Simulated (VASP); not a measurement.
Write the native input for VASP 6.6.1 that does the following.

```
Task                   : single point
Functional             : PBE
Potentials or basis    : VASP PAW PBE potentials, release 64 (Ge_d, Rh_pv)
Cutoff                 : 520 eV
k mesh                 : 10 × 10 × 10
Occupations            : gaussian, width 0.1 eV
Spin                   : no spin polarisation
Dipole correction      : no
Further INCAR settings : ALGO = Fast; EDIFF = 1e-06; NBANDS = 52
```

The structure of Ge2Rh lies in POSCAR:

```
Ge2Rh
1.0
    0.0000000000      3.7094920093      3.7094920093
    3.7094920093      0.0000000000      3.7094920093
    3.7094920093      3.7094920093      0.0000000000
Ge Rh
4 2
Direct
    0.6250000000      0.1250000000      0.6250000000
    0.6250000000      0.6250000000      0.1250000000
    0.1250000000      0.6250000000      0.6250000000
    0.6250000000      0.6250000000      0.6250000000
    0.0000000000      0.0000000000      0.0000000000
    0.2500000000      0.2500000000      0.2500000000
```

The cell was built by a generator and needn't be a form met in nature.

The cell isn't the ideal one: species swapped into the ScCo2 type (Fd-3m, No. 227).

The input as run:

INCAR

```
SYSTEM = Ge2Rh
PREC = Accurate
ENCUT = 520
EDIFF = 1E-6
ISMEAR = 0
SIGMA = 0.1
LREAL = .FALSE.
LASPH = .TRUE.
NELM = 100
ALGO = Fast
ISIF = 2
LWAVE = .FALSE.
LCHARG = .FALSE.
GGA = PE
NBANDS = 52
```

KPOINTS

```
regular mesh
0
G
  10 10 10
  0 0 0
```

Potentials or basis: VASP PAW PBE potentials, release 64 (Ge_d, Rh_pv).

Command:

```console
$ cat potpaw_PBE.64/Ge_d/POTCAR potpaw_PBE.64/Rh_pv/POTCAR > POTCAR
$ mpirun -np 1 vasp_std > vasp.out
```

It gave:

```yaml
Pressure: 0.1 GPa
Band_gap_on_the_k_mesh: none (metal or under the smearing width)
```

It took 5.3 min on 1 thread of Intel(R) Xeon(R) Platinum 8488C (Sapphire Rapids) (shared host), peak memory 0.36 GiB.
